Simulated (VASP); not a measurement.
## LiHg (space group Pm-3m): computed properties

Method: PBEsol GGA, VASP's PBE PAW potentials (set 64) (plane waves; VASP 6.6.1).

```
Property                                                               Value
----------------------------------  ----------------------------------------
space group                                                      Pm-3m (221)
cell                                a = b = c = 3.2528 Å, α = β = γ = 90.00°
volume per atom                                               17.21 Å^3/atom
band gap (over mesh and band path)  none (metal, semimetal or under 0.01 eV)
Hill bulk modulus                                                   42.7 GPa
Hill shear modulus                                                  26.6 GPa
Poisson's ratio                                                        0.242
density                                                          10.01 g/cm³
optical Γ-point spectrum                                       281 (×3) cm⁻¹
C11                                                                 72.8 GPa
C12                                                                 27.7 GPa
C44                                                                 29.7 GPa
```

```xyz
2
Lattice="3.2528 0.0000 0.0000 0.0000 3.2528 0.0000 0.0000 0.0000 3.2528" Properties=species:S:1:pos:R:3 pbc="T T T"
Li     1.6264     1.6264     1.6264
Hg     0.0000     0.0000     0.0000
```

Finite-difference elastic constants of metals are sensitive to mesh and smearing; shear constants can be off by tens of GPa. Unless said otherwise, spin-orbit coupling is left out, though it shifts the bands of the heavy elements here.

The structure comes from a computed database's LiHg entry (Pm-3m); how it stands against other phases isn't given here. It was relaxed first. Symmetry was kept, so distortions that lower it aren't found. The electron count is odd and the run is not spin-polarised, which forces a metal.
